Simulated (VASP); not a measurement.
Output of a VASP run:

OSZICAR:
```
...
DAV:   1    -0.760881692307E+01   -0.18384E-01   -0.30643E-01  6384   0.932E+00    0.614E-01
DAV:   2    -0.759856667592E+01    0.10250E-01   -0.19982E-02  7466   0.246E+00    0.287E-01
DAV:   3    -0.759585272507E+01    0.27140E-02   -0.81677E-03  7588   0.151E+00    0.454E-02
DAV:   4    -0.759572713051E+01    0.12559E-03   -0.50643E-04  6702   0.299E-01    0.134E-02
DAV:   5    -0.759571760573E+01    0.95248E-05   -0.24222E-05  7690   0.608E-02    0.600E-03
DAV:   6    -0.759571592743E+01    0.16783E-05   -0.22900E-06  3972   0.194E-02    0.802E-04
DAV:   7    -0.759571577696E+01    0.15046E-06   -0.21252E-07  3052   0.628E-03
   2 F= -.83733427E+01 E0= -.83731747E+01  d E =-.359946E-03
       N       E                     dE             d eps       ncg     rms          rms(c)
DAV:   1    -0.759536176891E+01    0.35416E-03   -0.30204E-03  6384   0.916E-01    0.612E-02
DAV:   2    -0.759525738959E+01    0.10438E-03   -0.19873E-04  7446   0.246E-01    0.286E-02
DAV:   3    -0.759523135457E+01    0.26035E-04   -0.79930E-05  7584   0.149E-01    0.457E-03
DAV:   4    -0.759523235052E+01   -0.99594E-06   -0.49185E-06  5940   0.293E-02
   3 F= -.83733486E+01 E0= -.83731823E+01  d E =-.365752E-03
       N       E                     dE             d eps       ncg     rms          rms(c)
DAV:   1    -0.759514380362E+01    0.87551E-04   -0.10575E-04  6236   0.171E-01    0.115E-02
DAV:   2    -0.759513974684E+01    0.40568E-05   -0.68527E-06  6050   0.458E-02    0.535E-03
DAV:   3    -0.759513892034E+01    0.82649E-06   -0.25079E-06  3454   0.282E-02
   4 F= -.83733486E+01 E0= -.83731827E+01  d E =-.365750E-03
       N       E                     dE             d eps       ncg     rms          rms(c)
DAV:   1    -0.759498589187E+01    0.15385E-03   -0.47539E-03  6886   0.812E-01    0.690E-02
DAV:   2    -0.759485395763E+01    0.13193E-03   -0.26303E-04  7198   0.286E-01    0.388E-02
DAV:   3    -0.759480091055E+01    0.53047E-04   -0.14988E-04  7518   0.197E-01    0.720E-03
DAV:   4    -0.759480279465E+01   -0.18841E-05   -0.20895E-05  6572   0.640E-02    0.307E-03
DAV:   5    -0.759480277262E+01    0.22028E-07   -0.50595E-07  3062   0.151E-02
   5 F= -.83733745E+01 E0= -.83732048E+01  d E =-.258993E-04
       N       E                     dE             d eps       ncg     rms          rms(c)
DAV:   1    -0.759503886964E+01   -0.23607E-03   -0.29656E-02  6874   0.202E+00    0.173E-01
DAV:   2    -0.759422043380E+01    0.81844E-03   -0.16462E-03  7202   0.711E-01    0.973E-02
DAV:   3    -0.759388749373E+01    0.33294E-03   -0.93770E-04  7502   0.496E-01    0.179E-02
DAV:   4    -0.759389207873E+01   -0.45850E-05   -0.13098E-04  6558   0.160E-01    0.766E-03
DAV:   5    -0.759389157446E+01    0.50428E-06   -0.41586E-06  5900   0.375E-02
   6 F= -.83733727E+01 E0= -.83731930E+01  d E =-.241388E-04
       N       E                     dE             d eps       ncg     rms          rms(c)
DAV:   1    -0.759473481638E+01   -0.84274E-03   -0.87083E-03  6890   0.110E+00    0.939E-02
DAV:   2    -0.759449681607E+01    0.23800E-03   -0.48740E-04  7258   0.388E-01    0.527E-02
DAV:   3    -0.759439868350E+01    0.98133E-04   -0.27300E-04  7504   0.268E-01    0.974E-03
DAV:   4    -0.759439587618E+01    0.28073E-05   -0.37709E-05  6564   0.854E-02    0.410E-03
DAV:   5    -0.759439535556E+01    0.52062E-06   -0.88952E-07  3220   0.197E-02
   7 F= -.83733852E+01 E0= -.83732113E+01  d E =-.366979E-04
```

### OUTCAR
```
------------------------ aborting loop because EDIFF is reached ----------------------------------------
 Edisp (eV)   -0.77899
  FORCE on cell =-STRESS in cart. coord.  units (eV):
  Direction    XX          YY          ZZ          XY          YZ          ZX
  --------------------------------------------------------------------------------------
  Total       0.00540     0.00540     0.00143     0.00000     0.00000     0.00000
  in kB       0.15950     0.15950     0.04213     0.00000     0.00000     0.00000
  external pressure =        0.12 kB  Pullay stress =        0.00 kB
  volume of cell :       54.29
      direct lattice vectors                 reciprocal lattice vectors
    -2.923747917  2.923747917  1.587744625     0.000000000  0.171013375  0.314912104
     2.923747917 -2.923747917  1.587744625     0.171013375  0.000000000  0.314912104
     2.923747917  2.923747917 -1.587744625     0.171013375  0.171013375  0.000000000
 POSITION                                       TOTAL-FORCE (eV/Angst)
 -----------------------------------------------------------------------------------
      2.92375     -0.00000      0.79387        -0.000000      0.000000     -0.000000
     -0.00000      0.00000      0.00000         0.000000     -0.000000      0.000000
 -----------------------------------------------------------------------------------
    total drift:                               -0.000000     -0.000000      0.000000
  FREE ENERGIE OF THE ION-ELECTRON SYSTEM (eV)
  ---------------------------------------------------
  free  energy   TOTEN  =        -8.3733852493 eV

  energy  without entropy=       -8.3728634009  energy(sigma->0) =       -8.37321130

 reached required accuracy - stopping structural energy minimisation
```
(Selected blocks of OUTCAR.)

POSCAR:
```
Sn
1
   -2.9150000000     2.9150000000     1.5900000000
    2.9150000000    -2.9150000000     1.5900000000
    2.9150000000     2.9150000000    -1.5900000000
Sn
2
Direct
  0.2500000000   0.7500000000   0.5000000000
  0.0000000000   0.0000000000   0.0000000000
```

**Question.** Reconstruct the remaining input files.

**Answer.** One answer among several that fit: the input of the run itself, PBE GGA with D3 dispersion (Becke-Johnson damping), plane waves, VASP's PBE PAW potentials (set 64).

**INCAR**
```
! general
SYSTEM =Sn
PREC   =Accurate
ENCUT  =520
LREAL  =F
LASPH  =T

! electronic loop
EDIFF  =1E-6
NELM   =100
ALGO   =Normal
LMAXMIX=4

! smearing
ISMEAR =1
SIGMA  =0.1

! functional
GGA    =PE
IVDW   =12

! ions
IBRION =2
NSW    =60
ISIF   =3
EDIFFG =-0.01

! output
LWAVE  =F
LCHARG =F
```

File KPOINTS:
```
Automatic mesh
0
Gamma
12 12 12
0 0 0
```

POTCAR, in this order: Sn_d (PBE.64 set). Program: vasp_std.

The compound is Sn in the beta structure. This run relaxes it. Symmetry was kept, so distortions that lower it aren't found.
